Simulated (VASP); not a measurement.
The system is AgCl (Chlorargyrite).

```
Ag Cl
1.0
     0.00000    2.80534    2.80534
     2.80534    0.00000    2.80534
     2.80534    2.80534    0.00000
Ag Cl
1 1
Cartesian
  0.0000 0.0000 0.0000
  2.8053 2.8053 2.8053
```

| Property | Result |
| --- | --- |
| Program | VASP 6.6.1 |
| Task | relaxation of cell and atoms |
| Functional | PBE |
| Dispersion | D3(BJ) |
| Potentials or basis | VASP PAW PBE potentials, release 64 (Ag, Cl) |
| Cutoff | 600 eV |
| k mesh | 8 × 8 × 8 |
| Occupations | gaussian, width 0.02 eV |
| Spin | no spin polarisation |

At the start: pressure -2.5 GPa; volume 22.08 Å³/atom.

Question: How do energy, volume and symmetry change on relaxing?

Answer: Over 3 steps the energy falls by 9.7 meV/atom and the volume is 20.89 Å³/atom (-5.4 %); space group Fm-3m (No. 225, to 0.05 Å).

Step by step:
```csv
step,energy change (eV),largest force (eV/Å),pressure (GPa),volume (Å³)
1,0.0000,0.0000,-2.45,44.16
2,-0.0192,0.0000,-0.31,42.03
3,-0.0195,0.0000,-0.04,41.78
```

Final structure:
```
Ag Cl
1.0
     0.00000    2.75416    2.75416
     2.75416    0.00000    2.75416
     2.75416    2.75416    0.00000
Ag Cl
1 1
Cartesian
  0.0000 0.0000 0.0000
  2.7542 2.7542 2.7542
```
